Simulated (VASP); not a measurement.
These are PBEsol GGA, VASP's PBE PAW potentials (set 64) (plane waves; VASP) values and carry that method's errors.

Input for VASP

**KPOINTS**
```
k-points along high-symmetry lines
10
Line-mode
Reciprocal
  0.000000   0.000000   0.000000 ! GAMMA
  0.500000   0.000000   0.000000 ! M

  0.500000   0.000000   0.000000 ! M
  0.333333   0.333333   0.000000 ! K

  0.333333   0.333333   0.000000 ! K
  0.000000   0.000000   0.000000 ! GAMMA

  0.000000   0.000000   0.000000 ! GAMMA
  0.000000   0.000000   0.500000 ! A

  0.000000   0.000000   0.500000 ! A
  0.500000   0.000000   0.500000 ! L

  0.500000   0.000000   0.500000 ! L
  0.333333   0.333333   0.500000 ! H

  0.333333   0.333333   0.500000 ! H
  0.000000   0.000000   0.500000 ! A

  0.500000   0.000000   0.500000 ! L
  0.500000   0.000000   0.000000 ! M

  0.333333   0.333333   0.500000 ! H
  0.333333   0.333333   0.000000 ! K
```

File POSCAR:
```
C
7.0462810
  0.3491555782   0.0000000000   0.0000000000
 -0.1745777891   0.3023776578   0.0000000000
  0.0000000000   0.0000000000   0.9999999559
C
4
Cart
  0.0000000000   0.0000000000   0.2499999890
  0.0000000000   0.0000000000   0.7499999670
 -0.0000001746   0.2015852060   0.2499999890
  0.1745779637   0.1007924518   0.7499999670
```

INCAR:
```
ALGO = Normal
EDIFF = 1E-7
ENCUT = 520
GGA = PS
ICHARG = 11
ISMEAR = 0
LASPH = .TRUE.
LCHARG = .FALSE.
LORBIT = 11
LREAL = .FALSE.
LWAVE = .FALSE.
NELM = 100
PREC = Accurate
SIGMA = 0.05
SYSTEM = C
```

POTCAR, in this order: C (PBE.64 set). Program: vasp_std. Read from the step before: CHGCAR.

Problem. What will the output report for the number of irreducible k-points (NKPTS), number of bands (NBANDS), largest plane-wave count, number of space-group operations, FFT grid (NGX, NGY, NGZ)?

Solution. 
The number of irreducible k-points (NKPTS) is 90 and the number of bands (NBANDS) is 12. The largest plane-wave count comes out as 1016 and the number of space-group operations is 24. The FFT grid (NGX, NGY, NGZ) comes out as 18 × 18 × 54.

The structure comes from a measured C entry (P6_3/mmc) of the Crystallography Open Database, whose conditions weren't checked. It was relaxed first.
